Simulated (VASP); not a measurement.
# MnHg (P4/mmm) in VASP: a series of runs

One crystal, MnHg, is run at these levels: r2SCAN; tasks: single point.

Everything below comes from runs of VASP 6.6.1. Logs are shortened: lines on timing, memory, paths and dates and some standing lists are left out, and cuts for length are marked.

**1. The structure**

Symmetry: P4/mmm, No. 123, tetragonal system. Conventional cell: a = 3.288 Å, b = 3.288 Å, c = 3.313 Å, α = 90.00°, β = 90.00°, γ = 90.00°. Hg (site symmetry 4/mmm) is surrounded by 8 Mn at 2.85 Å. Mn (site symmetry 4/mmm) has 8 Hg at 2.85 Å as nearest neighbours.

**2. Single point, r2SCAN, collinear spin, ferromagnetic start**

INCAR reads:

```
  PREC = Accurate
  ENCUT = 400
  EDIFF = 1E-6
  ISMEAR = 1
  SIGMA = 0.02
  LREAL = F
  LASPH = T
  NELM = 100
  ALGO = Normal
  ISIF = 2
  LWAVE = F
  LCHARG = F
  ISPIN = 2
  MAGMOM = 0 4
  LORBIT = 11
  LMAXMIX = 4
  METAGGA = R2SCAN
  LMIXTAU = T
  NBANDS = 24
  ADDGRID = F
```

KPOINTS reads:

```
Automatic mesh
0
Gamma
  5 5 5
```

POSCAR reads:

```
MnHg
1.0
    3.2880000000      0.0000000000      0.0000000000
    0.0000000000      3.2880000000      0.0000000000
    0.0000000000      0.0000000000      3.3130000000
Hg Mn
1 1
Direct
    0.0000000000      0.0000000000      0.0000000000
    0.5000000000      0.5000000000      0.5000000000
```

Potentials or basis: VASP PAW PBE potentials, release 64 (Hg, Mn_pv).

Run with:

```
cat potpaw_PBE.64/Hg/POTCAR potpaw_PBE.64/Mn_pv/POTCAR > POTCAR
mpirun -np 1 vasp_std > vasp.out
```

OUTCAR:

```text
PREC = Accurate
   ENCUT = 400
   EDIFF = 1E-6
   ISMEAR = 1
   LREAL = F
   LASPH = T
   NELM = 100
   ISIF = 2
   ISPIN = 2
   LORBIT = 11
   METAGGA = R2SCAN

 Found     18 irreducible k-points:

 Following reciprocal coordinates:
            Coordinates               Weight
  0.000000  0.000000  0.000000      1.000000
  0.200000  0.000000  0.000000      4.000000
  0.400000  0.000000  0.000000      4.000000
  0.200000  0.200000  0.000000      4.000000
  0.400000  0.200000  0.000000      8.000000
  0.400000  0.400000  0.000000      4.000000
   k-points           NKPTS =     18   k-points in BZ     NKDIM =     18   number of bands    NBANDS=     24
   number of dos      NEDOS =    301   number of ions     NIONS =      2
   total plane-waves  NPLWV =  13824
   dimension x,y,z NGX =    24 NGY =   24 NGZ =   24
   dimension x,y,z NGXF=    48 NGYF=   48 NGZF=   48
   ions per type =               1   1
   NGX,Y,Z   is equivalent  to a cutoff of  12.13, 12.13, 12.04 a.u.
   NGXF,Y,Z  is equivalent  to a cutoff of  24.27, 24.27, 24.09 a.u.
 SYSTEM =  unknown system
   PREC   = accura    normal or accurate (medium, high low for compatibility)
   ISTART =      0    job   : 0-new  1-cont  2-samecut
   ICHARG =      2    charge: 1-file 2-atom 10-const
   ISPIN  =      2    spin polarized calculation?
   LNONCOLLINEAR =      F non collinear calculations
   LSORBIT =      F    spin-orbit coupling
   LASPH  =      T    aspherical Exc in radial PAW
   ENCUT  =  400.0 eV  29.40 Ry    5.42 a.u.   5.36  5.36  5.40*2*pi/ulx,y,z
   NELM   =    100;   NELMIN=  2; NELMDL= -5     # of ELM steps
   EDIFF  = 0.1E-05   stopping-criterion for ELM
   LREAL  =      F    real-space projection
   EDIFFG = 0.1E-04   stopping-criterion for IOM
   NSW    =      0    number of steps for IOM
   IBRION =     -1    ionic relax: 0-MD 1-quasi-New 2-CG
   NFREE  =      0    steps in history (QN), initial steepest desc. (CG)
   ISIF   =      2    stress and relaxation
   ISYM   =      2    0-nonsym 1-usesym 2-fastsym
   POTIM  = 0.5000    time-step for ionic-motion
   TEBEG  =    0.0;   TEEND  =   0.0 temperature during run
   PSTRESS=    0.0 pullay stress
   NELECT =      25.0000    total number of electrons
   NUPDOWN=      -1.0000    fix difference up-down
   EMIN   =  10.00;   EMAX   =-10.00  energy-range for DOS
   EFERMI =   0.00;   METHOD = LEGACY
   ISMEAR =     1;   SIGMA  =   0.02  broadening in eV -4-tet -1-fermi 0-gaus
   EFERMI_NEDOS =   21; number of points for ismear=-14 and -15
   IALGO  =     38    algorithm
   IMIX   =      4    mixing-type and parameters
     AMIX     =   0.40;   BMIX     =  1.00
     AMIX_MAG =   1.60;   BMIX_MAG =  1.00
  volume/ion in A,a.u.               =      17.91       120.85
  Fermi-wavevector in a.u.,A,eV,Ry     =   1.452200  2.744260 28.693127  2.108885
  Thomas-Fermi vector in A             =   2.569610
   LORBIT       =     11    0 simple, 1 ext, 2 COOP (PROOUT), +10 PAW based schemes
   METAGGA = R2SCAN    functional components
   LHFCALC =     F    Hartree Fock is set to
   AEXX    =    0.0000 exact exchange contribution
   IVDW    =     0    specifies the selected vdW correction
   LEPSILON=     F    determine dielectric tensor
   LRPA    =     F    only Hartree local field effects (RPA)
 spin polarized calculation
 Methfessel and Paxton  Order N= 1 SIGMA  =   0.02
  energy-cutoff  :      400.00
  volume of cell :       35.82
 maximum number of plane-waves:       664
 NGX is ok and might be reduce to    24
   NGX = 11   NGY = 11   NGZ = 11

 number of electron      24.9999979 magnetization       4.0559922

 Free energy of the ion-electron system (eV)
  ---------------------------------------------------
  ext. energy  EPLUGINS =         0.00000000
  ---------------------------------------------------
  free energy    TOTEN  =       -64.00968769 eV

  energy without entropy =      -64.00952967  energy(sigma->0) =      -64.00963501

 E-fermi :   6.0807     XC(G=0): -12.7521

 val. band max:        6.0403527361   @ k =   0.2000   0.2000   0.2000
 cond. band min:       6.0808347761   @ k =   0.2000   0.2000   0.2000
 fundamental gap:      0.0404820399
 Fermi energy:         6.0806566872

 spin component 1

 k-point     1 :       0.0000    0.0000    0.0000
  band No.  band energies     occupation
      1     -47.0974      1.00000
      2     -47.0974      1.00000
      3     -47.0837      1.00000
      4      -4.5233      1.00000
      5      -3.0978      1.00000
      6      -3.0819      1.00000
[... 16 lines left out ...]
     23      23.5895      0.00000
     24      27.5369      0.00000
[... 112 lines left out ...]
      2     -47.1123      1.00000
      3     -47.0816      1.00000
      4      -3.1880      1.00000
      5      -2.8530      1.00000
      6      -2.3539      1.00000
[... 16 lines left out ...]
     23      24.2138      0.00000
     24      25.0063      0.00000

 [... further k-points ...]

 spin component 2

 k-point     1 :       0.0000    0.0000    0.0000
  band No.  band energies     occupation
      1     -41.4741      1.00000
      2     -41.4728      1.00000
      3     -41.4728      1.00000
      4      -4.5459      1.00000
      5      -3.0939      1.00000
      6      -3.0840      1.00000
[... 16 lines left out ...]
     23      23.6397      0.00000
     24      29.0790      0.00000
[... 112 lines left out ...]
      2     -41.4931      1.00000
      3     -41.4709      1.00000
      4      -3.0852      1.00000
      5      -2.8607      1.00000
      6      -2.2145      1.00000
[... 16 lines left out ...]
     23      24.9291      0.00000
     24      25.7654      0.00000

 [... further k-points ...]

------------------------ aborting loop because EDIFF is reached ----------------------------------------

  FORCE on cell =-STRESS in cart. coord.  units (eV):
  Direction    XX          YY          ZZ          XY          YZ          ZX
  --------------------------------------------------------------------------------------
  -------------------------------------------------------------------------------------
  Total        0.5601419      0.5601419      0.5179412      0.0000000      0.0000000      0.0000000
  in kB       25.0566824     25.0566824     23.1689303      0.0000000      0.0000000      0.0000000
  external PRESSURE =      24.4274317 kB  Pullay stress =       0.0000000 kB

 VOLUME and BASIS-vectors are now :
 -----------------------------------------------------------------------------
  energy-cutoff  :      400.00
  volume of cell :       35.82
      direct lattice vectors                 reciprocal lattice vectors
     3.288000000  0.000000000  0.000000000     0.304136253  0.000000000  0.000000000
     0.000000000  3.288000000  0.000000000     0.000000000  0.304136253  0.000000000
     0.000000000  0.000000000  3.313000000     0.000000000  0.000000000  0.301841232

 POSITION                                       TOTAL-FORCE (eV/Angst)
 -----------------------------------------------------------------------------------
      0.00000      0.00000      0.00000         0.000000      0.000000      0.000000
      1.64400      1.64400      1.65650         0.000000      0.000000      0.000000
 -----------------------------------------------------------------------------------
    total drift:                                0.000000      0.000000     -0.000000

  FREE ENERGIE OF THE ION-ELECTRON SYSTEM (eV)
  ---------------------------------------------------
  free  energy   TOTEN  =       -64.0096876856 eV

  energy  without entropy=      -64.0095296714  energy(sigma->0) =      -64.00963501

 total charge

# of ion       s       p       d       tot
------------------------------------------
    1        0.843   0.549   9.246  10.637
    2        0.273   6.183   4.942  11.398
--------------------------------------------------
tot          1.116   6.732  14.188  22.035

 magnetization (x)

# of ion       s       p       d       tot
------------------------------------------
    1       -0.038  -0.085   0.046  -0.078
    2        0.032   0.012   4.014   4.058
--------------------------------------------------
tot         -0.007  -0.073   4.060   3.980
```

OSZICAR:

```text
N       E                     dE             d eps       ncg     rms          rms(c)
DAV:   1     0.151790380547E+03    0.15179E+03   -0.12139E+04  1736   0.998E+02
DAV:   2    -0.636585383451E+02   -0.21545E+03   -0.20544E+03  1848   0.318E+02
DAV:   3    -0.705783346902E+02   -0.69198E+01   -0.68935E+01  1976   0.652E+01
DAV:   4    -0.706275266897E+02   -0.49192E-01   -0.49188E-01  2016   0.518E+00
DAV:   5    -0.706283087672E+02   -0.78208E-03   -0.78207E-03  2024   0.618E-01    0.110E+01
DAV:   6    -0.639990660781E+02    0.66292E+01   -0.11823E+01  1928   0.326E+01    0.113E+01
DAV:   7    -0.639678272859E+02    0.31239E-01   -0.13121E+00  1864   0.109E+01    0.597E+00
DAV:   8    -0.639905852148E+02   -0.22758E-01   -0.87526E-02  1920   0.243E+00    0.325E+00
DAV:   9    -0.640056186844E+02   -0.15033E-01   -0.41558E-02  1848   0.136E+00    0.659E-01
DAV:  10    -0.640088947050E+02   -0.32760E-02   -0.71817E-03  1912   0.743E-01    0.267E-01
DAV:  11    -0.640093106850E+02   -0.41598E-03   -0.11593E-03  2008   0.244E-01    0.140E-01
DAV:  12    -0.640096277050E+02   -0.31702E-03   -0.41357E-04  1896   0.123E-01    0.640E-02
DAV:  13    -0.640096840793E+02   -0.56374E-04   -0.14570E-04  1888   0.594E-02    0.233E-02
DAV:  14    -0.640096993539E+02   -0.15275E-04   -0.15643E-05  1888   0.285E-02    0.111E-02
DAV:  15    -0.640096825998E+02    0.16754E-04   -0.52024E-06  1832   0.170E-02    0.487E-03
DAV:  16    -0.640096897288E+02   -0.71290E-05   -0.10221E-06  1424   0.618E-03    0.172E-03
DAV:  17    -0.640096868722E+02    0.28566E-05   -0.16065E-07  1000   0.287E-03    0.854E-04
DAV:  18    -0.640096876856E+02   -0.81343E-06   -0.56499E-08   968   0.169E-03
   1 F= -.64009688E+02 E0= -.64009635E+02  d E =-.158014E-03  mag=     4.0560
```

It took 68 s on 1 thread of Intel Xeon Platinum 8259CL at 2.50GHz (Skylake/Cascade Lake), shared host; peak memory 0.17 GiB.

The run converged, but some of its settings lie outside the range that counts as converged, so its numbers aren't taken as properties of the crystal.

Results:

```yaml
Free_energy: -64.0097 eV
Pressure: 2.4 GPa
Band_gap_on_the_k_mesh: none (metal or under the smearing width)
Net_moment: 4.06 μB per cell
Site_moments: Hg -0.08; Mn +4.06 μB
Valence_electrons_inside_the_program's_atomic_spheres: Hg 10.64; Mn 11.40
```

Caveat: the k mesh is coarse (spacing up to 0.38 Å⁻¹), so the values aren't converged; the PAW data sets were made with another functional, which shifts forces and pressure a little.

**3. Single point, r2SCAN, collinear spin, ferromagnetic start**

INCAR is that of step 2.

KPOINTS is that of step 2.

POSCAR reads:

```
MnHg
1.0
    3.2880000000      0.0000000000      0.0000000000
    0.0000000000      3.2880000000      0.0000000000
    0.0000000000      0.0000000000      3.3130000000
Hg Mn
1 1
Direct
    0.0037350000      0.0043450000     -0.0026990000
    0.4987650000      0.4794400000      0.4654080000
```

Potentials or basis: VASP PAW PBE potentials, release 64 (Hg, Mn_pv).

Run with:

```
cat potpaw_PBE.64/Hg/POTCAR potpaw_PBE.64/Mn_pv/POTCAR > POTCAR
mpirun -np 1 vasp_std > vasp.out
```

Run time: 8.7 min. Hardware: 1 thread of Intel Xeon Platinum 8259CL at 2.50GHz (Skylake/Cascade Lake), shared host; peak memory 0.2 GiB.

These settings aren't checked as converged: the numbers below hold their error.

What came out:

```
Free energy                                           : -63.9801 eV
Pressure                                              : 2.8 GPa
Largest force                                         : 0.420 eV/Å
Band gap on the k mesh                                : none (metal or under the smearing width)
Net moment                                            : 4.06 μB per cell
Site moments                                          : Hg -0.08; Mn +4.05 μB
Valence electrons inside the program's atomic spheres : Hg 10.64; Mn 11.40
```

Caveat: the k mesh is coarse (spacing up to 0.38 Å⁻¹), so the values aren't converged; the PAW data sets were made with another functional, which shifts forces and pressure a little.

**4. For comparison**

An earlier run on the cell as given: functional PBE; potentials or basis VASP PAW PBE potentials, release 64 (Hg, Mn_pv); cutoff 520 eV; k mesh 8 × 8 × 8; occupations fermi-dirac, width 0.05 eV; collinear spin, ferromagnetic start; starting moments [0.0, 4.0] μB.

- Pressure: 2.5 GPa
- Band gap on the k mesh: none (metal or under the smearing width)
- Net moment: 3.88 μB per cell
- Site moments: Hg -0.06; Mn +3.80 μB
- Valence electrons inside the program's atomic spheres: Hg 10.61; Mn 11.42
